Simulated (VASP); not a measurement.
# NZnBrH2 in VASP: further runs

Runs on NZnBrH2. Level: PBE. Tasks: single point, relaxation of the atoms.

All numbers are computed with VASP 6.6.1; they aren't measurements. Logs are shortened: lines on timing, memory, paths and dates and some standing lists are left out, and cuts for length are marked.

## (1) The undisturbed molecule

The cell holds a molecule in a box, 5 atoms: a = 13.000 Å, b = 13.000 Å, c = 12.000 Å, α = 90.00°, β = 90.00°, γ = 90.00°.

## (2) Single point, PBE (atoms moved at random, drawn with an rms of 0.05 Å)

Input file INCAR:

```
SYSTEM = ZnH2BrN
PREC     = Accurate       ! precision mode
ENCUT    = 520            ! plane-wave cutoff, eV
EDIFF    = 1E-6           ! SCF threshold, eV
ISMEAR   = 0              ! smearing method
SIGMA    = 0.01           ! smearing width, eV
LREAL    = .False.        ! projectors in reciprocal space
LASPH    = .True.         ! aspherical terms in the spheres
NELM     = 60             ! most SCF steps
ALGO     = Normal         ! electronic algorithm
ISIF     = 2              ! what is computed and relaxed
LWAVE    = .False.        ! write WAVECAR
LCHARG   = .False.        ! write CHGCAR
GGA      = PE             ! functional
```

Input file KPOINTS:

```
Automatic mesh
0
Gamma
  1 1 1
  0 0 0
```

Input file POSCAR:

```
ZnH2BrN
1.0
   13.0000000000      0.0000000000      0.0000000000
    0.0000000000     13.0000000000      0.0000000000
    0.0000000000      0.0000000000     12.0000000000
N Zn Br H
1 1 1 2
Direct
    0.4306910000      0.5860040000      0.4712920000
    0.5142810000      0.4851740000      0.5294390000
    0.6235200000      0.3692470000      0.5964210000
    0.3802260000      0.5660680000      0.4092670000
    0.3888040000      0.6319600000      0.5252880000
```

Potentials or basis: VASP PAW PBE potentials, release 64 (N, Zn, Br, H).

Launch:

```bash
> cat potpaw_PBE.64/N/POTCAR potpaw_PBE.64/Zn/POTCAR potpaw_PBE.64/Br/POTCAR potpaw_PBE.64/H/POTCAR > POTCAR
> mpirun -np 1 vasp_gam > vasp.out
```

OUTCAR:

```text
SYSTEM = ZnH2BrN
   PREC = Accurate
   ENCUT = 520
   EDIFF = 1E-6
   ISMEAR = 0
   LREAL = .False.
   LASPH = .True.
   NELM = 60
   ISIF = 2
   GGA = PE

 ion  position               nearest neighbor table
   1  0.431  0.586  0.471-   4 1.03   5 1.04   2 1.84
   2  0.514  0.485  0.529-   1 1.84   3 2.22
   3  0.624  0.369  0.596-   2 2.22
   4  0.380  0.566  0.409-   1 1.03
   5  0.389  0.632  0.525-   1 1.04

  LATTYP: Found a simple tetragonal cell.
 ALAT       =    13.0000000000
 C/A-ratio  =     0.9230769231

  Lattice vectors:

 A1 = (  13.0000000000,   0.0000000000,   0.0000000000)
 A2 = (   0.0000000000,  13.0000000000,   0.0000000000)
 A3 = (   0.0000000000,   0.0000000000,  12.0000000000)

Analysis of symmetry for initial positions (statically):
=====================================================================
 Subroutine PRICEL returns:
 Original cell was already a primitive cell.

 Routine SETGRP: Setting up the symmetry group for a
 simple tetragonal supercell.

 Subroutine GETGRP returns: Found  1 space group operations
 (whereof  1 operations were pure point group operations)
 out of a pool of 16 trial point group operations.

The static configuration has the point symmetry C_1 .

Analysis of symmetry for dynamics (positions and initial velocities):
=====================================================================
 Subroutine PRICEL returns:
 Original cell was already a primitive cell.

 Routine SETGRP: Setting up the symmetry group for a
 simple tetragonal supercell.

 Subroutine GETGRP returns: Found  1 space group operations
 (whereof  1 operations were pure point group operations)
 out of a pool of 16 trial point group operations.

The dynamic configuration has the point symmetry C_1 .

 Subroutine INISYM returns: Found  1 space group operations
 (whereof  1 operations are pure point group operations),
 and found     1 'primitive' translations

----------------------------------------------------------------------------------------

                                     Primitive cell

  volume of cell :    2028.0000

  direct lattice vectors                    reciprocal lattice vectors
    13.000000000  0.000000000  0.000000000     0.076923077  0.000000000  0.000000000
     0.000000000 13.000000000  0.000000000     0.000000000  0.076923077  0.000000000
     0.000000000  0.000000000 12.000000000     0.000000000  0.000000000  0.083333333

  length of vectors
    13.000000000 13.000000000 12.000000000     0.076923077  0.076923077  0.083333333

  position of ions in fractional coordinates (direct lattice)
     0.430691000  0.586004000  0.471292000
     0.514281000  0.485174000  0.529439000
     0.623520000  0.369247000  0.596421000
     0.380226000  0.566068000  0.409267000
     0.388804000  0.631960000  0.525288000

  ion indices of the primitive-cell ions
   primitive index   ion index
                 1           1
                 2           2
                 3           3
                 4           4
                 5           5

----------------------------------------------------------------------------------------

 KPOINTS: Automatic mesh

Automatic generation of k-mesh.
 Grid dimensions read from file:
 generate k-points for:    1    1    1

 Generating k-lattice:

  Cartesian coordinates                     Fractional coordinates (reciprocal lattice)
     0.076923077  0.000000000  0.000000000     1.000000000  0.000000000  0.000000000
     0.000000000  0.076923077  0.000000000     0.000000000  1.000000000  0.000000000
     0.000000000  0.000000000  0.083333333     0.000000000  0.000000000  1.000000000

  Length of vectors
     0.076923077  0.076923077  0.083333333

  Shift w.r.t. Gamma in fractional coordinates (k-lattice)
     0.000000000  0.000000000  0.000000000

 Subroutine IBZKPT returns following result:
 ===========================================

 Found      1 irreducible k-points:

 Following reciprocal coordinates:
            Coordinates               Weight
  0.000000  0.000000  0.000000      1.000000
   k-points           NKPTS =      1   k-points in BZ     NKDIM =      1   number of bands    NBANDS=     17
   number of dos      NEDOS =    301   number of ions     NIONS =      5
   total plane-waves  NPLWV = 864360
   dimension x,y,z NGX =    98 NGY =   98 NGZ =   90
   dimension x,y,z NGXF=   196 NGYF=  196 NGZF=  180
   ions per type =               1   1   1   2
   NGX,Y,Z   is equivalent  to a cutoff of  12.53, 12.53, 12.47 a.u.
   NGXF,Y,Z  is equivalent  to a cutoff of  25.06, 25.06, 24.94 a.u.
 SYSTEM =  ZnH2BrN
   PREC   = accura    normal or accurate (medium, high low for compatibility)
   ISTART =      0    job   : 0-new  1-cont  2-samecut
   ICHARG =      2    charge: 1-file 2-atom 10-const
   ISPIN  =      1    spin polarized calculation?
   LNONCOLLINEAR =      F non collinear calculations
   LSORBIT =      F    spin-orbit coupling
   LASPH  =      T    aspherical Exc in radial PAW
   ENCUT  =  520.0 eV  38.22 Ry    6.18 a.u.  24.17 24.17 22.31*2*pi/ulx,y,z
   NELM   =     60;   NELMIN=  2; NELMDL= -5     # of ELM steps
   EDIFF  = 0.1E-05   stopping-criterion for ELM
   LREAL  =      F    real-space projection
   EDIFFG = 0.1E-04   stopping-criterion for IOM
   NSW    =      0    number of steps for IOM
   IBRION =     -1    ionic relax: 0-MD 1-quasi-New 2-CG
   NFREE  =      0    steps in history (QN), initial steepest desc. (CG)
   ISIF   =      2    stress and relaxation
   ISYM   =      2    0-nonsym 1-usesym 2-fastsym
   POTIM  = 0.5000    time-step for ionic-motion
   TEBEG  =    0.0;   TEEND  =   0.0 temperature during run
   PSTRESS=    0.0 pullay stress
   NELECT =      26.0000    total number of electrons
   NUPDOWN=      -1.0000    fix difference up-down
   EMIN   =  10.00;   EMAX   =-10.00  energy-range for DOS
   EFERMI =   0.00;   METHOD = LEGACY
   ISMEAR =     0;   SIGMA  =   0.01  broadening in eV -4-tet -1-fermi 0-gaus
   EFERMI_NEDOS =   21; number of points for ismear=-14 and -15
   IALGO  =     38    algorithm
   IMIX   =      4    mixing-type and parameters
     AMIX     =   0.40;   BMIX     =  1.00
     AMIX_MAG =   1.60;   BMIX_MAG =  1.00
  volume/ion in A,a.u.               =     405.60      2737.12
  Fermi-wavevector in a.u.,A,eV,Ry     =   0.383157  0.724062  1.997460  0.146809
  Thomas-Fermi vector in A             =   1.319904
   LORBIT       =      0    0 simple, 1 ext, 2 COOP (PROOUT), +10 PAW based schemes
   GGA     = PE    functional components
   LHFCALC =     F    Hartree Fock is set to
   AEXX    =    0.0000 exact exchange contribution
   IVDW    =     0    specifies the selected vdW correction
   LEPSILON=     F    determine dielectric tensor
   LRPA    =     F    only Hartree local field effects (RPA)
 non-spin polarized calculation
 Gauss-broadening in eV      SIGMA  =   0.01
  energy-cutoff  :      520.00
  volume of cell :     2028.00
 maximum number of plane-waves:     27285
 NGX is ok and might be reduce to    98
   NGX = 49   NGY = 49   NGZ = 45

 number of electron      26.0000008 magnetization

 Free energy of the ion-electron system (eV)
  ---------------------------------------------------
  ext. energy  EPLUGINS =         0.00000000
  ---------------------------------------------------
  free energy    TOTEN  =       -19.09499362 eV

  energy without entropy =      -19.09499362  energy(sigma->0) =      -19.09499362

 E-fermi :  -5.6846     XC(G=0):  -0.7248

 val. band max:       -5.7378951083   @ k =   0.0000   0.0000   0.0000
 cond. band min:      -1.8654272008   @ k =   0.0000   0.0000   0.0000
 fundamental gap:      3.8724679076
 Fermi energy:        -5.6845569407

 k-point     1 :       0.0000    0.0000    0.0000
  band No.  band energies     occupation
      1     -20.2507      2.00000
      2     -19.3900      2.00000
      3     -12.3236      2.00000
      4     -12.0562      2.00000
      5     -11.7218      2.00000
      6     -11.6656      2.00000
      7     -11.6648      2.00000
      8     -10.7455      2.00000
      9      -9.1278      2.00000
     10      -8.3973      2.00000
     11      -6.9535      2.00000
     12      -6.9224      2.00000
     13      -5.7379      2.00000
     14      -1.8654      0.00000
     15      -0.7713      0.00000
     16      -0.3753      0.00000
     17      -0.0457      0.00000

------------------------ aborting loop because EDIFF is reached ----------------------------------------

  FORCE on cell =-STRESS in cart. coord.  units (eV):
  Direction    XX          YY          ZZ          XY          YZ          ZX
  --------------------------------------------------------------------------------------
  -------------------------------------------------------------------------------------
  Total       -0.9869575     -0.8228975     -0.4019237      0.8096412      0.0966966     -0.1907138
  in kB       -0.7797243     -0.6501123     -0.3175311      0.6396395      0.0763931     -0.1506693
  external PRESSURE =      -0.5824559 kB  Pullay stress =       0.0000000 kB

 VOLUME and BASIS-vectors are now :
 -----------------------------------------------------------------------------
  energy-cutoff  :      520.00
  volume of cell :     2028.00
      direct lattice vectors                 reciprocal lattice vectors
    13.000000000  0.000000000  0.000000000     0.076923077  0.000000000  0.000000000
     0.000000000 13.000000000  0.000000000     0.000000000  0.076923077  0.000000000
     0.000000000  0.000000000 12.000000000     0.000000000  0.000000000  0.083333333

 POSITION                                       TOTAL-FORCE (eV/Angst)
 -----------------------------------------------------------------------------------
      5.59898      7.61805      5.65550        -0.325813      0.259713      0.215566
      6.68565      6.30726      6.35327        -0.463089      0.336391     -0.129915
      8.10576      4.80021      7.15705         0.009064      0.034301     -0.027244
      4.94294      7.35888      4.91120         0.278121     -0.156167      0.139223
      5.05445      8.21548      6.30346         0.501717     -0.474238     -0.197630
 -----------------------------------------------------------------------------------
    total drift:                                0.002434     -0.001086     -0.002187

  FREE ENERGIE OF THE ION-ELECTRON SYSTEM (eV)
  ---------------------------------------------------
  free  energy   TOTEN  =       -19.0949936222 eV

  energy  without entropy=      -19.0949936222  energy(sigma->0) =      -19.09499362
```

Run time: 3.9 min. Hardware: 1 thread of Intel Xeon Platinum 8259CL at 2.50GHz (Skylake/Cascade Lake), shared host; peak memory 1.5 GiB.

Results:

```
Free energy                     : -19.0950 eV
Largest force                   : 0.718 eV/Å
Gap between the frontier levels : 3.87 eV
```

Forces in eV/Å, atoms in the order of the input:
```
N   -0.326  0.260  0.216
Zn  -0.463  0.336 -0.130
Br   0.009  0.034 -0.027
H    0.278 -0.156  0.139
H    0.502 -0.474 -0.198
```

## (3) Relaxation of the atoms, PBE (atoms moved at random, drawn with an rms of 0.02 Å)

Input file INCAR:

```
  PREC = Accurate
  ENCUT = 520
  EDIFF = 1E-6
  ISMEAR = 0
  SIGMA = 0.01
  LREAL = F
  LASPH = T
  NELM = 100
  ALGO = Fast
  ISIF = 2
  LWAVE = F
  LCHARG = F
  GGA = PE
  IBRION = 2
  NSW = 60
  EDIFFG = -0.005
```

Input file KPOINTS:

```
Automatic mesh
0
Gamma
  1 1 1
```

Input file POSCAR:

```
ZnH2BrN
1.0
   13.0000000000      0.0000000000      0.0000000000
    0.0000000000     13.0000000000      0.0000000000
    0.0000000000      0.0000000000     12.0000000000
N Zn Br H
1 1 1 2
Direct
    0.4306180000      0.5883730000      0.4709950000
    0.5109330000      0.4875400000      0.5293520000
    0.6198550000      0.3730220000      0.5953820000
    0.3818820000      0.5663660000      0.4100000000
    0.3893890000      0.6305970000      0.5240100000
```

Potentials or basis: VASP PAW PBE potentials, release 64 (N, Zn, Br, H).

Launch:

```bash
> cat potpaw_PBE.64/N/POTCAR potpaw_PBE.64/Zn/POTCAR potpaw_PBE.64/Br/POTCAR potpaw_PBE.64/H/POTCAR > POTCAR
> mpirun -np 1 vasp_gam > vasp.out
```

It took 47 min on 1 thread of Intel Xeon Platinum 8259CL at 2.50GHz (Skylake/Cascade Lake), shared host; peak memory 1.7 GiB.

The run converged. Its results:

| Item | Value |
| --- | --- |
| Free energy | -19.1276 eV |
| Energy gained by relaxing | 4.5 meV/atom |
| Ionic steps | 34 |
| Largest force after relaxing | 0.004 eV/Å |
| Gap between the frontier levels | 4.13 eV |

Forces on the atoms (eV/Å):
```
N    0.000 -0.001  0.001
Zn   0.001 -0.001 -0.002
Br  -0.002  0.003  0.000
H    0.000  0.000  0.004
H    0.001 -0.001 -0.003
```

Step by step:
```
step  energy change (eV)  largest force (eV/Å)  pressure (GPa)
   1              0.0000                1.0576            0.05
   2              0.0807                2.8246           -0.05
   3             -0.0140                0.3629            0.02
   4             -0.0193                0.3342           -0.01
   5             -0.0193                0.3336           -0.01
   6             -0.0187                0.4810           -0.01
   7             -0.0209                0.0847           -0.01
   8             -0.0213                0.0677           -0.01
   9             -0.0214                0.1020           -0.01
  10             -0.0216                0.1003           -0.01
  11             -0.0221                0.0994           -0.01
  12             -0.0220                0.1251            0.00
  13             -0.0222                0.0995            0.00
  14             -0.0224                0.0594            0.00
  15             -0.0224                0.0389            0.00
  16             -0.0224                0.0337            0.00
  17             -0.0224                0.0262           -0.01
  18             -0.0224                0.0276            0.00
  19             -0.0225                0.0234            0.00
  20             -0.0225                0.0313            0.00
  21             -0.0225                0.0226            0.00
  22             -0.0225                0.0243            0.00
  23             -0.0225                0.0222            0.00
  24             -0.0226                0.0164            0.00
  25             -0.0226                0.0211            0.00
  26             -0.0226                0.0094            0.00
  27             -0.0226                0.0137            0.00
  28             -0.0226                0.0122            0.00
  29             -0.0226                0.0202            0.00
  30             -0.0226                0.0124            0.00
  31             -0.0226                0.0096            0.00
  32             -0.0226                0.0083            0.00
  33             -0.0226                0.0073            0.00
  34             -0.0226                0.0037            0.00
```

Final structure:
```yaml
crystal:
  lattice:
    - [13.00000, 0.00000, 0.00000]
    - [0.00000, 13.00000, 0.00000]
    - [0.00000, 0.00000, 12.00000]
  atoms:
    - { symbol: N, position: [0.43170, 0.59037, 0.46874] }
    - { symbol: Zn, position: [0.51019, 0.48841, 0.52910] }
    - { symbol: Br, position: [0.61988, 0.37266, 0.59584] }
    - { symbol: H, position: [0.38139, 0.56464, 0.40961] }
    - { symbol: H, position: [0.38952, 0.62982, 0.52644] }
```

Levels at points of the mesh, in eV from the valence-band top:
| k point | band 9 | band 10 | band 11 | band 12 | band 13 | band 14 | band 15 | band 16 | band 17 |
| --- | --- | --- | --- | --- | --- | --- | --- | --- | --- |
| (0.00, 0.00, 0.00) | -3.11 | -2.37 | -0.98 | -0.94 | 0.00 | 4.13 | 5.20 | 5.58 | 5.93 |
